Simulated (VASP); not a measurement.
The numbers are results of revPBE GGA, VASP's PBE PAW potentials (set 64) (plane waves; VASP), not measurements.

The input files of a VASP run:

INCAR:
```
ALGO = Normal
EDIFF = 1E-7
ENCUT = 520
GGA = RE
ISIF = 2
ISMEAR = -5
LASPH = T
LCHARG = T
LEFG = T
LMAXMIX = 6
LORBIT = 11
LREAL = F
LWAVE = F
NEDOS = 601
NELM = 100
PREC = Accurate
SYSTEM = HfO2
```

**KPOINTS**
```
Regular mesh
0
gamma
 8 8 8
0 0 0
```

**POSCAR**
```
HfO2
1.0
  0.0000000000   2.5486918660   2.5486918660
  2.5486918660   0.0000000000   2.5486918660
  2.5486918660   2.5486918660   0.0000000000
Hf O
1 2
Cart
  0.0000000000   0.0000000000   0.0000000000
  1.2743459330   1.2743459330   1.2743459330
  3.8230377990   3.8230377990   3.8230377990
```

POTCAR, in this order: Hf_pv O (PBE.64 set). Program: vasp_std.

What VASP printed:

OSZICAR:
```
       N       E                     dE             d eps       ncg     rms          rms(c)
DAV:   1     0.101117110084E+03    0.10112E+03   -0.13195E+04   878   0.147E+03
DAV:   2    -0.309748818247E+02   -0.13209E+03   -0.12991E+03  1108   0.316E+02
DAV:   3    -0.348457952081E+02   -0.38709E+01   -0.38677E+01  1136   0.546E+01
DAV:   4    -0.348669266669E+02   -0.21131E-01   -0.21129E-01  1080   0.434E+00
DAV:   5    -0.348671049453E+02   -0.17828E-03   -0.17826E-03  1122   0.359E-01    0.464E+01
DAV:   6    -0.291931422324E+02    0.56740E+01   -0.30044E+01   975   0.385E+01    0.418E+01
DAV:   7    -0.291149368619E+02    0.78205E-01   -0.77949E-01  1087   0.821E+00    0.285E+01
DAV:   8    -0.291055263860E+02    0.94105E-02   -0.26238E-01  1066   0.536E+00    0.617E+00
DAV:   9    -0.290927681785E+02    0.12758E-01   -0.49970E-02  1038   0.201E+00    0.167E+00
DAV:  10    -0.290933076860E+02   -0.53951E-03   -0.57735E-03  1065   0.599E-01    0.373E-01
DAV:  11    -0.290932802147E+02    0.27471E-04   -0.38637E-04  1130   0.164E-01    0.271E-01
DAV:  12    -0.290933152019E+02   -0.34987E-04   -0.14365E-04  1116   0.850E-02    0.792E-02
DAV:  13    -0.290933169857E+02   -0.17838E-05   -0.29663E-06  1094   0.149E-02    0.236E-02
DAV:  14    -0.290933175196E+02   -0.53391E-06   -0.14481E-06  1024   0.927E-03    0.521E-03
DAV:  15    -0.290933174410E+02    0.78561E-07   -0.75761E-08   792   0.242E-03
   1 F= -.29093317E+02 E0= -.29093317E+02  d E =0.000000E+00
```

File OUTCAR:
```
------------------------ aborting loop because EDIFF is reached ----------------------------------------
  FORCE on cell =-STRESS in cart. coord.  units (eV):
  Direction    XX          YY          ZZ          XY          YZ          ZX
  --------------------------------------------------------------------------------------
  Total        0.0006485      0.0006485      0.0006485     -0.0000000      0.0000000      0.0000000
  in kB        0.0313805      0.0313805      0.0313805     -0.0000000      0.0000000      0.0000000
  external PRESSURE =       0.0313805 kB  Pullay stress =       0.0000000 kB
  volume of cell :       33.11
      direct lattice vectors                 reciprocal lattice vectors
     0.000000000  2.548691866  2.548691866    -0.196179070  0.196179070  0.196179070
     2.548691866  0.000000000  2.548691866     0.196179070 -0.196179070  0.196179070
     2.548691866  2.548691866  0.000000000     0.196179070  0.196179070 -0.196179070
 POSITION                                       TOTAL-FORCE (eV/Angst)
 -----------------------------------------------------------------------------------
      0.00000      0.00000      0.00000         0.000000     -0.000000     -0.000000
      1.27435      1.27435      1.27435        -0.000000     -0.000000      0.000000
      3.82304      3.82304      3.82304        -0.000000      0.000000     -0.000000
 -----------------------------------------------------------------------------------
    total drift:                                0.000000      0.000000      0.000000
  FREE ENERGIE OF THE ION-ELECTRON SYSTEM (eV)
  ---------------------------------------------------
  free  energy   TOTEN  =       -29.0933174410 eV

  energy  without entropy=      -29.0933174410  energy(sigma->0) =      -29.09331744

 total charge

# of ion       s       p       d       tot
------------------------------------------
    1        0.289   6.548   1.331   8.169
    2        1.564   3.551   0.000   5.115
    3        1.564   3.551   0.000   5.115
--------------------------------------------------
tot          3.417  13.650   1.331  18.398

 Electric field gradients after diagonalization (V/A^2)
 (convention: |V_zz| > |V_xx| > |V_yy|)
----------------------------------------------------------------------
 ion       V_xx      V_yy      V_zz     asymmetry (V_yy - V_xx)/ V_zz
----------------------------------------------------------------------
   1      -0.000    -0.000     0.000       0.000
   2       0.001     0.001    -0.003       0.000
   3       0.001     0.001    -0.003       0.000
```
(Selected blocks of OUTCAR.)

The compound is HfO2 in the fluorite structure, the high-temperature cubic form, which is unstable at 0 K; the monoclinic form is the stable one. It was relaxed first.
